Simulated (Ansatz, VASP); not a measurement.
# BaNaBiWO6: VASP beside Ansatz, part 2 of 2

One calculation is typed for both programs; each brings its own data sets. How far apart do they land? The cell is taken from a series of runs on this material, whose earlier steps may have relaxed, scaled, displaced or heated it; both programs get it as it stands.

VASP 6.6.1 and Ansatz 0.2.0.

So far: Set-up; Ansatz: G0W0 gap, PBE.

**3. VASP: G0W0 gap, PBE**

Level of this step: G0W0 on PBE, no spin polarisation; plane waves and PAW (Na_sv_GW, Ba_sv_GW, Bi_d_GW, W_sv_GW, O_GW) (VASP).

The same cell, functional and mesh now go to VASP, with its own data sets.

Lines of VASP's logs that name or quote its potential files are left out, and so is its time.

The run reads the wave functions of an earlier VASP run, which isn't shown here.

INCAR reads:

```
SYSTEM = BaNaBiWO6
PREC = Accurate
ENCUT = 440
ISMEAR = 0
SIGMA = 0.01
LREAL = .FALSE.
GGA = PE
NBANDS = 698
LASPH = .TRUE.
ALGO = EVGW0
NELMGW = 1
ENCUTGW = 150
NOMEGA = 64
PRECFOCK = Fast
NBANDSGW = 51
LWAVE = .FALSE.
LCHARG = .FALSE.
```

POSCAR reads:

```
BaNaBiWO6
1.0
    0.0000000000      4.2826078400      4.2826078400
    4.2826078400      0.0000000000      4.2826078400
    4.2826078400      4.2826078400      0.0000000000
Na Ba Bi W O
1 1 1 1 6
Direct
    0.7500000000      0.7500000000      0.7500000000
    0.2500000000      0.2500000000      0.2500000000
    0.0000000000      0.0000000000      0.0000000000
    0.5000000000      0.5000000000      0.5000000000
    0.7261785325      0.2738214675      0.2738214675
    0.2738214675      0.7261785325      0.7261785325
    0.7261785325      0.7261785325      0.2738214675
    0.2738214675      0.2738214675      0.7261785325
    0.2738214675      0.7261785325      0.2738214675
    0.7261785325      0.2738214675      0.7261785325
```

KPOINTS reads:

```
Automatic mesh
0
Gamma
2 2 2
0 0 0
```

Potentials, in the order of the species: Na_sv_GW, Ba_sv_GW, Bi_d_GW, W_sv_GW and O_GW (PBE family, release 64).

Launch:

```
$ export OMP_NUM_THREADS=3
$ mpirun -np 1 vasp_std
```

Numbers of over 12 decimals in the logs are rounded to 6 here.

The program printed:

```text
[banner, memory and clock lines left out]
running    1 mpi-ranks, on    1 nodes
 distrk:  each k-point on    1 cores,    1 groups
 distr:  one band on    1 cores,    1 groups
 Offloading initialized ...    1 GPUs detected
 POSCAR found type information on POSCAR NaBaBiW O
 POSCAR found :  5 types and      10 ions
|                                                                             |
|           W    W    AA    RRRRR   N    N  II  N    N   GGGG   !!!           |
|           W    W   A  A   R    R  NN   N  II  NN   N  G    G  !!!           |
|           W    W  A    A  R    R  N N  N  II  N N  N  G       !!!           |
|           W WW W  AAAAAA  RRRRR   N  N N  II  N  N N  G  GGG   !            |
|           WW  WW  A    A  R   R   N   NN  II  N   NN  G    G                |
|           W    W  A    A  R    R  N    N  II  N    N   GGGG   !!!           |
|                                                                             |
|     The default for ENCUTGWSOFT is different in this version of VASP.       |
|     please manually set ENCUTGWSOFT =150 in the INCAR file.                 |
|                                                                             |

 LDA part: xc-table for (Slater+PW92), standard interpolation
 found WAVECAR, reading the header
 POSCAR, INCAR and KPOINTS ok, starting setup
 FFT: planning ... GRIDC
 FFT: planning ... GRID_SOFT
 FFT: planning ... GRID
 reading WAVECAR
 the WAVECAR file was read successfully
 initial charge from wavefunction
 available memory per node:   1659.79 GB, setting MAXMEM to   1699624

 The Fermi energy was updated, please check that it is located mid-gap
 values below the HOMO (VB) or above the LUMO (CB) will cause erroneous energies
 E-fermi :   4.6436

 calculate exact exchange contribution
 the WAVEDER file was read successfully
|                                                                             |
|           W    W    AA    RRRRR   N    N  II  N    N   GGGG   !!!           |
|           W    W   A  A   R    R  NN   N  II  NN   N  G    G  !!!           |
|           W    W  A    A  R    R  N N  N  II  N N  N  G       !!!           |
|           W WW W  AAAAAA  RRRRR   N  N N  II  N  N N  G  GGG   !            |
|           WW  WW  A    A  R   R   N   NN  II  N   NN  G    G                |
|           W    W  A    A  R    R  N    N  II  N    N   GGGG   !!!           |
|                                                                             |
|     Automatic setting of frequency mesh for GW failed. Frequency mesh       |
|     properly not suitable for determining QP energies. Consider             |
|     increasing number of kpoints.                                           |
|                                                                             |

energies w=
    0.000    0.000    1.634    0.000    3.265    0.000    4.889    0.000
    6.503    0.000    8.104    0.000    9.690    0.000   11.259    0.000
   12.809    0.000   14.339    0.000   15.849    0.000   17.339    0.000
   18.809    0.000   20.260    0.000   21.692    0.000   23.108    0.000
   24.508    0.000   25.896    0.000   27.272    0.000   28.639    0.000
   29.999    0.000   31.355    0.000   32.709    0.000   34.065    0.000
   35.425    0.000   36.793    0.000   38.171    0.000   39.564    0.000
   40.975    0.000   42.407    0.000   43.866    0.000   45.356    0.000
   46.883    0.000   48.451    0.000   50.066    0.000   51.736    0.000
   53.469    0.000   55.272    0.000   57.155    0.000   59.129    0.000
   61.207    0.000   63.401    0.000   65.729    0.000   68.209    0.000
   70.865    0.000   73.720    0.000   76.808    0.000   80.163    0.000
   83.832    0.000   87.867    0.000   92.335    0.000   97.319    0.000
  102.923    0.000  109.277    0.000  116.553    0.000  124.975    0.000
  134.843    0.000  146.571    0.000  160.743    0.000  178.207    0.000
  200.253    0.000  228.933    0.000  267.729    0.000  323.059    0.000
 responsefunction array rank=     652
 LDA part: xc-table for (Slater+PW92), standard interpolation

 min. memory requirement per mpi rank   1359.2 MB, per node   1359.2 MB

 allocating  64 responsefunctions rank=   652
 shmem allocating  64 responsefunctions rank=   652
 response function shared by NCSHMEM nodes    1
 Doing            64  frequencies on each core in blocks of            64
NQ=   1    0.0000    0.0000    0.0000,
|.........|.........|.........|.........|.........|.........|.........|.........
 performed        664000 updates of chi_q(r,r)
 total number of BLAS operations       2210.68 Gflops
NQ=   2    0.5000    0.0000    0.0000,
|.........|.........|.........|.........|.........|.........|.........|.........
 performed       1684000 updates of chi_q(r,r)
 total number of BLAS operations       5680.24 Gflops
NQ=   3    0.5000    0.5000    0.0000,
|.........|.........|.........|.........|.........|.........|.........|.........
 performed       2633000 updates of chi_q(r,r)
 total number of BLAS operations       8907.67 Gflops
 resolving degeneracies of screened two electron integrals

 calculate QP shifts <psi_nk| G(iteration)W_0 |psi_nk>: iteration 1
 entering main loop
```

From OUTCAR (step 3):

```text
ion  position               nearest neighbor table
   1  0.750  0.750  0.750-
   2  0.250  0.250  0.250-
   3  0.000  0.000  0.000-   5 2.35   6 2.35   7 2.35   8 2.35   9 2.35  10 2.35
   4  0.500  0.500  0.500-   5 1.94   6 1.94   7 1.94   8 1.94   9 1.94  10 1.94
   5  0.726  0.274  0.274-   4 1.94   3 2.35
   6  0.274  0.726  0.726-   4 1.94   3 2.35
   7  0.726  0.726  0.274-   4 1.94   3 2.35
   8  0.274  0.274  0.726-   4 1.94   3 2.35
   9  0.274  0.726  0.274-   4 1.94   3 2.35
  10  0.726  0.274  0.726-   4 1.94   3 2.35

  LATTYP: Found a face centered cubic cell.
 ALAT       =     8.5652156800

 Subroutine GETGRP returns: Found 24 space group operations
 (whereof 24 operations were pure point group operations)

The static configuration has the point symmetry T_d .

 Found      3 irreducible k-points:

   k-points           NKPTS =      3   k-points in BZ     NKDIM =      8   number of bands    NBANDS=    698

   dimension x,y,z NGX =    42 NGY =   42 NGZ =   42
   dimension x,y,z NGXF=    84 NGYF=   84 NGZF=   84

   ENCUT  =  440.0 eV  32.34 Ry    5.69 a.u.  10.36 10.36 10.36*2*pi/ulx,y,z

   NELECT =      86.0000    total number of electrons

  energy-cutoff  :      440.00
  volume of cell :      157.09
      direct lattice vectors                 reciprocal lattice vectors
     0.000000000  4.282607840  4.282607840    -0.116751292  0.116751292  0.116751292
     4.282607840  0.000000000  4.282607840     0.116751292 -0.116751292  0.116751292
     4.282607840  4.282607840  0.000000000     0.116751292  0.116751292 -0.116751292

 k-points in reciprocal lattice and weights: Automatic mesh
   0.00000000  0.00000000  0.00000000       0.125
   0.50000000  0.00000000  0.00000000       0.500
   0.50000000  0.50000000  0.00000000       0.375

 E-fermi :   4.6436

 QP shifts <psi_nk| G(iteration)W_0 |psi_nk>: iteration 1
 for sc-GW calculations column KS-energies equals QP-energies in previous step
 and V_xc(KS)=  KS-energies - (<T + V_ion + V_H > + <T+V_H+V_ion>^1  + <V_x>^1)
 k-point   1 :       0.0000    0.0000    0.0000
  band No.  KS-energies  QP-energies   sigma(KS)   V_xc(KS)     V^pw_x(r,r')   Z            occupation Imag(sigma)
    ...
     40       1.9852       1.1735     -19.8700     -18.7994     -23.9631       0.7582       2.0000       0.7942
     41       2.8393       2.1120     -20.4681     -19.4993     -24.7221       0.7508       2.0000       0.7749
     42       2.8393       2.1120     -20.4681     -19.4993     -24.7221       0.7508       2.0000       0.7749
     43       2.8393       2.1120     -20.4681     -19.4993     -24.7221       0.7508       2.0000       0.7749
     44       6.0796       7.0356     -14.8893     -16.0927     -10.9356       0.7944       0.0000      -0.5618
     45       6.0796       7.0356     -14.8893     -16.0927     -10.9356       0.7944       0.0000      -0.5618
     46       6.0796       7.0356     -14.8893     -16.0927     -10.9356       0.7944       0.0000      -0.5618
     47       7.4944       8.0554      -7.5290      -8.1869      -3.8722       0.8527       0.0000      -0.4766
    ...

 k-point   2 :       0.5000    0.0000    0.0000
  band No.  KS-energies  QP-energies   sigma(KS)   V_xc(KS)     V^pw_x(r,r')   Z            occupation Imag(sigma)
    ...
     40       2.3311       1.5270     -19.7100     -18.6462     -23.8396       0.7559       2.0000       0.7907
     41       2.3311       1.5270     -19.7100     -18.6462     -23.8396       0.7559       2.0000       0.7907
     42       2.5892       1.8055     -20.1079     -19.0670     -24.3909       0.7529       2.0000       0.7997
     43       3.6569       3.1437     -20.5157     -19.8581     -23.2745       0.7804       2.0000       0.5329
     44       5.6303       6.4748     -13.6334     -14.6810      -9.8117       0.8061       0.0000      -0.5114
     45       6.1457       7.0927     -14.7213     -15.9100     -10.9050       0.7967       0.0000      -0.5386
     46       6.1457       7.0927     -14.7213     -15.9100     -10.9050       0.7967       0.0000      -0.5386
     47       7.6219       8.6585     -14.3067     -15.5891     -10.5545       0.8083       0.0000      -0.5454
    ...

 k-point   3 :       0.5000    0.5000    0.0000
  band No.  KS-energies  QP-energies   sigma(KS)   V_xc(KS)     V^pw_x(r,r')   Z            occupation Imag(sigma)
    ...
     40       1.7987       0.9582     -19.5300     -18.4221     -23.6521       0.7586       2.0000       0.8163
     41       2.1821       1.3139     -19.5099     -18.3595     -23.7501       0.7547       2.0000       0.8216
     42       2.1821       1.3139     -19.5099     -18.3595     -23.7501       0.7547       2.0000       0.8216
     43       2.8169       2.0844     -20.4148     -19.4398     -24.6580       0.7512       2.0000       0.7749
     44       5.8567       6.7775     -14.1084     -15.2581      -9.9633       0.8009       0.0000      -0.5694
     45       6.7901       7.9331     -16.5984     -18.0640     -12.6066       0.7799       0.0000      -0.6247
     46       6.7901       7.9331     -16.5984     -18.0640     -12.6066       0.7799       0.0000      -0.6247
     47       8.3999       9.4262     -13.2323     -14.5004      -9.9130       0.8093       0.0000      -0.5173
    ...
```

**4. Differences**

Known differences besides the potentials themselves: fixed occupations in Ansatz, narrow Gaussian smearing in VASP; the data sets hold 84 valence electrons in Ansatz (on its PAW soft_1 files) and 86 in VASP; the cutoff is 420 eV in Ansatz and 440 eV in VASP; Ansatz integrates over frequency by contour deformation, VASP on a grid of NOMEGA points; Ansatz's G0W0 levels solve the quasiparticle equation, VASP's are linearised. Total energies have different zeros and are not compared.

The two programs side by side:

| quantity | Ansatz | VASP | difference |
| --- | --- | --- | --- |
| G0W0 gap on the mesh (eV) | 2.79 | 3.33 | -0.55 |
| Kohn-Sham gap under it (eV) | 1.98 | 1.97 | +0.01 |

VASP's log warns that its frequency grid doesn't suit quasiparticle energies on this mesh.

**5. Summary of results**

| Quantity | Value |
| --- | --- |
| difference in G0W0 gap on the mesh (G0W0 gap, PBE) | -0.55 eV |

What this shows: The difference in G0W0 gap on the mesh is -0.55 eV (G0W0 gap, PBE). The data sets hold unlike numbers of valence electrons (84 in Ansatz and 86 in VASP), so part of the differences may come from the potentials. What causes the difference of the G0W0 gap, PBE pair stays open here. Such differences can come from data sets, numerical settings and the points named under the comparisons, not from the functional's error against experiment.

[Lines on the potential files, build, host, timing and source positions are cut from VASP's logs without a mark.]

[Logs are printed without paths, hosts, clocks, repeated set-up lines and the standing remarks that a program may print on its own settings, such as how far it seeks lower states.]

[Hosts, paths, dates, database ids (printed as entryN), source tags and the programs' standing remarks are cut or masked in the printed files.]
